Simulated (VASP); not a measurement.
A run of VASP 6.6.1 is set up as follows.

The input INCAR:

```
SYSTEM = Pd
PREC = Accurate
ENCUT = 520
EDIFF = 1E-7
ISMEAR = 0
SIGMA = 0.15
LREAL = .False.
LASPH = .True.
NELM = 60
ALGO = Fast
ISIF = 2
LWAVE = .False.
LCHARG = .True.
LELF = .True.
LVHAR = .True.
NBANDS = 11
```

File KPOINTS:

```
Automatic mesh
0
Gamma
  20 20 20
  0 0 0
```

The input POSCAR:

```
Pd
1.0
    0.0000000000      1.9449000000      1.7893080000
    1.9449000000      0.0000000000      1.7893080000
    1.9449000000      1.9449000000      0.0000000000
Pd
1
Direct
    0.0000000000      0.0000000000      0.0000000000
```

Potentials or basis: VASP PAW LDA potentials, release 64 (Pd).

The run is started by

```bash
$ cat potpaw_LDA.64/Pd/POTCAR > POTCAR
$ mpirun -np 1 vasp_std > vasp.out
```

Task: Estimate the pressure.

Result: 12.1 GPa.

Task: Predict the band gap on the k mesh.

Result: None (metal or under the smearing width).

Stress tensor (GPa, compression positive):
```
10.68  0.00  0.00
 0.00 10.68  0.00
 0.00  0.00 14.87
```
